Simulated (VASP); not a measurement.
# Ca3ZrN3 (Pm-3m) in VASP: band structure with PBE

Aim: the band structure of Ca3ZrN3 with PBE.

All numbers are computed with VASP 6.6.1; they aren't measurements. Logs are shortened: lines on timing, memory, paths and dates and some standing lists are left out, and cuts for length are marked.

## 1. Starting point

The structure is cubic, space group Pm-3m (No. 221). Conventional cell: a = 4.800 Å, b = 4.800 Å, c = 4.800 Å, α = 90.00°, β = 90.00°, γ = 90.00°. Ca (site symmetry 4/mmm) is surrounded by 4 N at 2.40 Å. Zr (site symmetry m-3m) is surrounded by 6 N at 2.40 Å. N (site symmetry 4/mmm) has 4 Ca at 2.40 Å and 2 Zr at 2.40 Å as nearest neighbours.

The cell was built by a generator and needn't be a form met in nature.

## 2. Band structure, PBE

Input file INCAR:

```
SYSTEM = Ca3ZrN3
  PREC = Accurate
  ENCUT = 520
  EDIFF = 1E-6
  ISMEAR = 0
  SIGMA = 0.1
  LREAL = .False.
  LASPH = .True.
  NELM = 80
  ALGO = Fast
  ISIF = 2
  LWAVE = .False.
  LCHARG = .False.
  LMAXMIX = 4
  GGA = PE
```

Input file KPOINTS:

```
regular mesh
0
Gamma
  6 6 6
  0 0 0
```

Input file POSCAR:

```
Ca3ZrN3
1.0
    4.8001500000      0.0000000000      0.0000000000
    0.0000000000      4.8001500000      0.0000000000
    0.0000000000      0.0000000000      4.8001500000
Ca Zr N
3 1 3
Direct
    0.0000000000      0.5000000000      0.5000000000
    0.5000000000      0.0000000000      0.5000000000
    0.5000000000      0.5000000000      0.0000000000
    0.0000000000      0.0000000000      0.0000000000
    0.5000000000      0.0000000000      0.0000000000
    0.0000000000      0.5000000000      0.0000000000
    0.0000000000      0.0000000000      0.5000000000
```

Input file KPOINTS_OPT:

```
path GXMGRX,MR
15
line-mode
reciprocal
 0.0000000000  0.0000000000  0.0000000000  G
 0.0000000000  0.5000000000  0.0000000000  X

 0.0000000000  0.5000000000  0.0000000000  X
 0.5000000000  0.5000000000  0.0000000000  M

 0.5000000000  0.5000000000  0.0000000000  M
 0.0000000000  0.0000000000  0.0000000000  G

 0.0000000000  0.0000000000  0.0000000000  G
 0.5000000000  0.5000000000  0.5000000000  R

 0.5000000000  0.5000000000  0.5000000000  R
 0.0000000000  0.5000000000  0.0000000000  X

 0.5000000000  0.5000000000  0.0000000000  M
 0.5000000000  0.5000000000  0.5000000000  R
```

Potentials or basis: VASP PAW PBE potentials, release 64 (Ca_sv, Zr_sv, N).

Launch:

```console
$ cat potpaw_PBE.64/Ca_sv/POTCAR potpaw_PBE.64/Zr_sv/POTCAR potpaw_PBE.64/N/POTCAR > POTCAR
$ mpirun -np 1 vasp_std > vasp.out
```

OUTCAR:

```text
SYSTEM = Ca3ZrN3
   PREC = Accurate
   ENCUT = 520
   EDIFF = 1E-6
   ISMEAR = 0
   LREAL = .False.
   LASPH = .True.
   NELM = 80
   ISIF = 2
   GGA = PE

 ion  position               nearest neighbor table
   1  0.000  0.500  0.500-   6 2.40   7 2.40   6 2.40   7 2.40   4 3.39   4 3.39   4 3.39   4 3.39

   2  0.500  0.000  0.500-   5 2.40   7 2.40   5 2.40   7 2.40   4 3.39   4 3.39   4 3.39   4 3.39

   3  0.500  0.500  0.000-   5 2.40   6 2.40   5 2.40   6 2.40   4 3.39   4 3.39   4 3.39   4 3.39

   4  0.000  0.000  0.000-   5 2.40   6 2.40   7 2.40   7 2.40   6 2.40   5 2.40   1 3.39   2 3.39
                             1 3.39   1 3.39   3 3.39   2 3.39   1 3.39   2 3.39   3 3.39   3 3.39
   5  0.500  0.000  0.000-   2 2.40   3 2.40   4 2.40   2 2.40   3 2.40   4 2.40
   6  0.000  0.500  0.000-   1 2.40   3 2.40   4 2.40   1 2.40   4 2.40   3 2.40
   7  0.000  0.000  0.500-   1 2.40   2 2.40   4 2.40   4 2.40   1 2.40   2 2.40

  LATTYP: Found a simple cubic cell.
 ALAT       =     4.8001500000

  Lattice vectors:

 A1 = (   4.8001500000,   0.0000000000,   0.0000000000)
 A2 = (   0.0000000000,   4.8001500000,   0.0000000000)
 A3 = (   0.0000000000,   0.0000000000,   4.8001500000)

Analysis of symmetry for initial positions (statically):
=====================================================================
 Subroutine PRICEL returns:
 Original cell was already a primitive cell.

 Routine SETGRP: Setting up the symmetry group for a
 simple cubic supercell.

 Subroutine GETGRP returns: Found 48 space group operations
 (whereof 48 operations were pure point group operations)
 out of a pool of 48 trial point group operations.

The static configuration has the point symmetry O_h .

Analysis of symmetry for dynamics (positions and initial velocities):
=====================================================================
 Subroutine PRICEL returns:
 Original cell was already a primitive cell.

 Routine SETGRP: Setting up the symmetry group for a
 simple cubic supercell.

 Subroutine GETGRP returns: Found 48 space group operations
 (whereof 48 operations were pure point group operations)
 out of a pool of 48 trial point group operations.

The dynamic configuration has the point symmetry O_h .

 Subroutine INISYM returns: Found 48 space group operations
 (whereof 48 operations are pure point group operations),
[... 104 lines left out ...]
   NSW    =      0    number of steps for IOM
   IBRION =     -1    ionic relax: 0-MD 1-quasi-New 2-CG
   NFREE  =      0    steps in history (QN), initial steepest desc. (CG)
   ISIF   =      2    stress and relaxation
   ISYM   =      2    0-nonsym 1-usesym 2-fastsym
   POTIM  = 0.5000    time-step for ionic-motion
   TEBEG  =    0.0;   TEEND  =   0.0 temperature during run
   PSTRESS=    0.0 pullay stress
   NELECT =      57.0000    total number of electrons
   NUPDOWN=      -1.0000    fix difference up-down
   EMIN   =  10.00;   EMAX   =-10.00  energy-range for DOS
   EFERMI =   0.00;   METHOD = LEGACY
   ISMEAR =     0;   SIGMA  =   0.10  broadening in eV -4-tet -1-fermi 0-gaus
   EFERMI_NEDOS =   21; number of points for ismear=-14 and -15
   IALGO  =     68    algorithm
   IMIX   =      4    mixing-type and parameters
     AMIX     =   0.40;   BMIX     =  1.00
     AMIX_MAG =   1.60;   BMIX_MAG =  1.00
  volume/ion in A,a.u.               =      15.80       106.63
  Fermi-wavevector in a.u.,A,eV,Ry     =   1.312537  2.480336 23.439492  1.722754
  Thomas-Fermi vector in A             =   2.442923
   LORBIT       =      0    0 simple, 1 ext, 2 COOP (PROOUT), +10 PAW based schemes
   GGA     = PE    functional components
   LHFCALC =     F    Hartree Fock is set to
   AEXX    =    0.0000 exact exchange contribution
   IVDW    =     0    specifies the selected vdW correction
   LEPSILON=     F    determine dielectric tensor
   LRPA    =     F    only Hartree local field effects (RPA)
 non-spin polarized calculation
 RMM-DIIS sequential band-by-band and
 Gauss-broadening in eV      SIGMA  =   0.10
  energy-cutoff  :      520.00
  volume of cell :      110.60
 maximum number of plane-waves:      3016
 NGX is ok and might be reduce to    36
   NGX = 17   NGY = 17   NGZ = 17

 number of electron      56.9999976 magnetization

 Free energy of the ion-electron system (eV)
  ---------------------------------------------------
  ext. energy  EPLUGINS =         0.00000000
  ---------------------------------------------------
  free energy    TOTEN  =       -46.36207047 eV

  energy without entropy =      -46.35288527  energy(sigma->0) =      -46.35747787

 E-fermi :   5.3938     XC(G=0): -10.5337

 val. band max:        5.3775941606   @ k =   0.0000   0.0000   0.0000
 cond. band min:       5.4056334675   @ k =   0.3333   0.3333   0.0000
 fundamental gap:      0.0280393070
 Fermi energy:         5.3937714956

 k-point     1 :       0.0000    0.0000    0.0000
  band No.  band energies     occupation
      1     -43.8470      2.00000
      2     -34.1637      2.00000
      3     -34.0651      2.00000
      4     -34.0651      2.00000
      5     -21.8400      2.00000
      6     -21.8400      2.00000
[... 729 lines left out ...]
     33       9.0691      0.00000
     34      11.4155      0.00000

------------------------ aborting loop because EDIFF is reached ----------------------------------------

  FORCE on cell =-STRESS in cart. coord.  units (eV):
  Direction    XX          YY          ZZ          XY          YZ          ZX
  --------------------------------------------------------------------------------------
  -------------------------------------------------------------------------------------
  Total       -0.0040561     -0.0040561     -0.0040561      0.0000000      0.0000000     -0.0000000
  in kB       -0.0587567     -0.0587567     -0.0587567      0.0000000      0.0000000     -0.0000000
  external PRESSURE =      -0.0587567 kB  Pullay stress =       0.0000000 kB

 VOLUME and BASIS-vectors are now :
 -----------------------------------------------------------------------------
  energy-cutoff  :      520.00
  volume of cell :      110.60
      direct lattice vectors                 reciprocal lattice vectors
     4.800150000  0.000000000  0.000000000     0.208326823  0.000000000  0.000000000
     0.000000000  4.800150000  0.000000000     0.000000000  0.208326823  0.000000000
     0.000000000  0.000000000  4.800150000     0.000000000  0.000000000  0.208326823

 POSITION                                       TOTAL-FORCE (eV/Angst)
 -----------------------------------------------------------------------------------
      0.00000      2.40008      2.40008         0.000000      0.000000      0.000000
      2.40008      0.00000      2.40008         0.000000      0.000000      0.000000
      2.40008      2.40008      0.00000         0.000000      0.000000      0.000000
      0.00000      0.00000      0.00000         0.000000      0.000000      0.000000
      2.40008      0.00000      0.00000         0.000000      0.000000      0.000000
      0.00000      2.40008      0.00000         0.000000      0.000000      0.000000
      0.00000      0.00000      2.40008         0.000000      0.000000      0.000000
 -----------------------------------------------------------------------------------
    total drift:                                0.000000      0.000000      0.000000

  FREE ENERGIE OF THE ION-ELECTRON SYSTEM (eV)
  ---------------------------------------------------
  free  energy   TOTEN  =       -46.3620704659 eV

  energy  without entropy=      -46.3528852659  energy(sigma->0) =      -46.35747787
```

OSZICAR:

```text
N       E                     dE             d eps       ncg     rms          rms(c)
DAV:   1     0.624645983702E+03    0.62465E+03   -0.29551E+04  1360   0.168E+03
DAV:   2     0.122360534753E+01   -0.62342E+03   -0.61366E+03  1604   0.485E+02
DAV:   3    -0.549350245588E+02   -0.56159E+02   -0.55441E+02  2024   0.127E+02
DAV:   4    -0.577015037334E+02   -0.27665E+01   -0.27581E+01  2008   0.261E+01
DAV:   5    -0.578243639222E+02   -0.12286E+00   -0.12282E+00  2004   0.484E+00    0.216E+01
RMM:   6    -0.464692894115E+02    0.11355E+02   -0.69626E+01  1647   0.257E+01    0.986E+00
RMM:   7    -0.463499311909E+02    0.11936E+00   -0.75566E+00  1756   0.125E+01    0.497E+00
RMM:   8    -0.462930394898E+02    0.56892E-01   -0.19604E+00  1843   0.550E+00    0.120E+00
RMM:   9    -0.463395648903E+02   -0.46525E-01   -0.64639E-01  2026   0.279E+00    0.694E-01
RMM:  10    -0.463481963074E+02   -0.86314E-02   -0.16511E-01  2042   0.159E+00    0.373E-01
[... 61 further cycles ...]
DAV:   1     0.132603819808E+05   -0.17938E+05      680
DAV:   2     0.728215681498E+04   -0.59782E+04      762
DAV:   3     0.676756616497E+04   -0.51459E+03     1088
DAV:   4     0.673987525206E+04   -0.27691E+02     1008
DAV:   5     0.673855776801E+04   -0.13175E+01     1018
DAV:   6     0.673852998974E+04   -0.27778E-01     1016
DAV:   7     0.673852908032E+04   -0.90942E-03     1004
DAV:   8     0.673852905032E+04   -0.30003E-04      854
DAV:   9     0.673852904931E+04   -0.10025E-05      694
DAV:  10     0.673852904917E+04   -0.14287E-06      608
```

It took 4.5 min on 1 thread of AMD EPYC 7R13 (Zen 3), shared host; peak memory 0.25 GiB.

What came out:

```yaml
Free_energy: -46.3621 eV
Pressure: 0.0 GPa
Band_gap_along_the_path: none (metal or under the smearing width)
```

Levels at the corners of the path, in eV from the Fermi level:
| point | band 25 | band 26 | band 27 | band 28 | band 29 | band 30 | band 31 | band 32 |
| --- | --- | --- | --- | --- | --- | --- | --- | --- |
| Γ | -0.83 | -0.83 | -0.63 | -0.63 | -0.63 | -0.02 | -0.02 | -0.02 |
| X | -1.96 | -1.96 | -0.89 | -0.89 | -0.27 | 0.41 | 2.35 | 2.52 |
| X | -1.96 | -1.96 | -0.89 | -0.89 | -0.27 | 0.41 | 2.35 | 2.52 |
| M | -2.11 | -2.11 | -2.05 | -1.82 | 0.54 | 2.18 | 2.80 | 2.80 |
| M | -2.11 | -2.11 | -2.05 | -1.82 | 0.54 | 2.18 | 2.80 | 2.80 |
| Γ | -0.83 | -0.83 | -0.63 | -0.63 | -0.63 | -0.02 | -0.02 | -0.02 |
| Γ | -0.83 | -0.83 | -0.63 | -0.63 | -0.63 | -0.02 | -0.02 | -0.02 |
| R | -3.32 | -1.98 | -1.98 | -1.98 | 1.15 | 2.47 | 2.47 | 2.47 |
| R | -3.32 | -1.98 | -1.98 | -1.98 | 1.15 | 2.47 | 2.47 | 2.47 |
| X | -1.96 | -1.96 | -0.89 | -0.89 | -0.27 | 0.41 | 2.35 | 2.52 |
| M | -2.11 | -2.11 | -2.05 | -1.82 | 0.54 | 2.18 | 2.80 | 2.80 |
| R | -3.32 | -1.98 | -1.98 | -1.98 | 1.15 | 2.47 | 2.47 | 2.47 |
